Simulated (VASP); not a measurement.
The input files of a VASP run:

### KPOINTS
```
Automatic mesh
0
Gamma
6 6 6
0 0 0
```

INCAR:
```
# general
SYSTEM =BaS
PREC   =Accurate
ENCUT  =400
LREAL  =.FALSE.   # projection in real space or not
LASPH  =.TRUE.

# electronic loop
EDIFF  =1E-6   # SCF stop (eV)
NELM   =100
ALGO   =Normal
LMAXMIX=4   # l cut-off of mixed one-centre charges

# smearing
ISMEAR =0   # Gaussian
SIGMA  =0.05

# functional
GGA    =PS

# ions
IBRION =2   # conjugate gradients
NSW    =60
ISIF   =3
EDIFFG =-0.01

# output
LWAVE  =.FALSE.
LCHARG =.FALSE.
```

**POSCAR**
```
BaS
1.0
  0.0000000000   3.4879191619   3.4879191619
  3.4879191619   0.0000000000   3.4879191619
  3.4879191619   3.4879191619   0.0000000000
Ba S
1 1
Cart
  0.0000000000   0.0000000000   0.0000000000
  1.7439595809   1.7439595809   1.7439595809
```

POTCAR, in this order: Ba_sv S (PBE.64 set). Program: vasp_std.

Q: Write an equivalent input for Quantum ESPRESSO's pw.x.

A: One equivalent input (not run):
```
&CONTROL
  calculation = 'vc-relax'
  pseudo_dir = './pseudo'
  outdir = './out'
  tprnfor = .true.
  tstress = .true.
  nstep = 60
  forc_conv_thr = 0.00039
/
&SYSTEM
  ibrav = 0
  nat = 2
  ntyp = 2
  ecutwfc = 56.6
  occupations = 'smearing'
  smearing = 'gaussian'
  degauss = 0.003675
  input_dft = 'pbesol'
/
&ELECTRONS
  conv_thr = 7.3e-08
  electron_maxstep = 100
/
&IONS
/
&CELL
/
ATOMIC_SPECIES
  Ba 137.327 Ba.upf
  S 32.060 S.upf
CELL_PARAMETERS angstrom
    -0.0000000    3.4879192    3.4879192
     3.4879192   -0.0000000    3.4879192
     3.4879192    3.4879192    0.0000000
ATOMIC_POSITIONS crystal
  Ba   0.0000000  0.0000000  0.0000000
  S    0.2500000  0.2500000  0.2500000
K_POINTS automatic
  6 6 6 0 0 0
```
What does not carry over: the potentials are each code's own (VASP's PAW set, PseudoDojo norm-conserving files in pw.x), so ENCUT and ecutwfc are chosen apart and not converted; conv_thr bounds pw.x's estimated SCF error, while EDIFF bounds the energy change between steps; forc_conv_thr acts on force components and is met together with etot_conv_thr.

The structure was generated: BaS was put into the zinc blende type (F-43m), which need not be its known phase. It was relaxed first, which changed the volume by -16 %. The start is the result of an earlier pass.
